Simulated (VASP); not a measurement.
Calculation: LDA (Ceperley-Alder, Perdew-Zunger), VASP's LDA PAW potentials (set 64) (plane waves; VASP 6.6.1).

Input for VASP

### KPOINTS
```
K-points
0
Gamma
  7 7 4
```

**INCAR**
```
SYSTEM = ZnS
PREC = Accurate
ENCUT = 520
EDIFF = 1E-7
NELM = 100
ALGO = Normal
LREAL = .FALSE.
LASPH = .TRUE.
ISMEAR = 0
SIGMA = 0.05
LMAXMIX = 4
LWAVE = .FALSE.
LCHARG = .FALSE.
ISIF = 4
IBRION = 2
NSW = 30
EDIFFG = -0.01
```

File POSCAR:
```
ZnS
1
    1.9097661262    -3.3078119203     0.0000000000
    1.9097661262     3.3078119203     0.0000000000
    0.0000000000     0.0000000000     6.2562521457
Zn S
2 2
Direct
  0.6666670000   0.3333330000   0.5000871920
  0.3333330000   0.6666670000   0.0000871920
  0.6666670000   0.3333330000   0.8749128080
  0.3333330000   0.6666670000   0.3749128080
```

POTCAR, in this order: Zn S (LDA.64 set). Program: vasp_std.

Q: What does the run give for the energy per atom (σ→0), pressure?

A: 
energy per atom (σ→0): -4085 meV/atom
pressure: -4.35 GPa

### OSZICAR
```
...
DAV:   8    -0.163388685937E+02    0.26099E-01   -0.11889E-01  1448   0.417E+00    0.952E-01
DAV:   9    -0.163379942917E+02    0.87430E-03   -0.18877E-02  1488   0.245E+00    0.278E-01
DAV:  10    -0.163380875304E+02   -0.93239E-04   -0.10017E-03  1182   0.313E-01    0.201E-01
DAV:  11    -0.163381106851E+02   -0.23155E-04   -0.55584E-05  1348   0.124E-01    0.399E-02
DAV:  12    -0.163381095414E+02    0.11437E-05   -0.16675E-05  1160   0.550E-02    0.260E-02
DAV:  13    -0.163381096386E+02   -0.97262E-07   -0.19703E-06  1320   0.120E-02    0.180E-02
DAV:  14    -0.163381096394E+02   -0.77034E-09   -0.97300E-07  1388   0.239E-02
   1 F= -.16338110E+02 E0= -.16338110E+02  d E =-.163381E+02
```

The compound is ZnS in the wurtzite structure, the high-temperature form. This cell is one point of a volume scan, at 1.06 of the reference volume.
